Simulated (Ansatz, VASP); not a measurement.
One calculation of PIr, two programs

```
Ir P
1.0
     0.00000    2.73551    2.73551
     2.73551    0.00000    2.73551
     2.73551    2.73551    0.00000
Ir P
1 1
Direct
  0.00000 0.00000 0.00000
  0.25000 0.25000 0.25000
```

Alike in both runs: task relaxation of cell and atoms; functional LDA; k mesh 12 × 12 × 12; occupations fermi-dirac, width 0.05 eV; no spin polarisation.

|  | VASP | Ansatz |
| --- | --- | --- |
| version | VASP 6.6.1 | Ansatz 0.2.0 |
| potentials or method | VASP PAW LDA potentials, release 64 (Ir, P) | PAW with Ansatz's default frozen-core files, scalar-relativistic |
| plane-wave cutoff (eV) | 600 | 420 |
| valence electrons in the cell | 14 | 22 |

Ansatz gave:

| Item | Value |
| --- | --- |
| relaxed volume (Å³/atom) | 17.29 |
| relaxed cell length with the largest relative difference (Å) | 3.657 |
| energy change over the relaxation (meV/atom) | -259 |

Q: Which values does VASP return?

A: Relaxed volume (Å³/atom): 17.39; relaxed cell length with the largest relative difference (Å): 3.664; energy change over the relaxation (meV/atom): -242.

The two sets of potentials don't hold the same shells in valence.

Caveats: the volume moved by over 15 % at a fixed basis, so the end points are rough (VASP). The runs have no spin-orbit coupling, so splittings on Ir are missing.
